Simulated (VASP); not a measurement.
Input:

```yaml
crystal:
  lattice:
    - [3.15000, 0.00000, 0.00000]
    - [0.00000, 3.15000, 0.00000]
    - [0.00000, 0.00000, 3.15000]
  atoms:
    - { symbol: Zn, position: [0.50000, 0.50000, 0.50000] }
    - { symbol: Au, position: [0.00000, 0.00000, 0.00000] }
```

Calculation: PBE GGA, VASP's PBE PAW potentials (set 64) (plane waves; VASP). Settings: 300 eV cut-off, 10×10×10 Γ-centred mesh, first-order Methfessel-Paxton smearing of 0.20 eV, potentials Zn Au.

At this cut-off the stress carries a Pulay error, which pulls relaxed volumes low.

Q: Give the stress tensor in GPa (positive for a compressed cell).

A: 
```
3.91  0.00  0.00
0.00  3.91  0.00
0.00  0.00  3.91
```
The pressure is its mean diagonal, 3.91 GPa.

The structure is a typed AuZn crystal. The cell was not relaxed at this level. The electron count is odd and the run is not spin-polarised, which forces a metal.
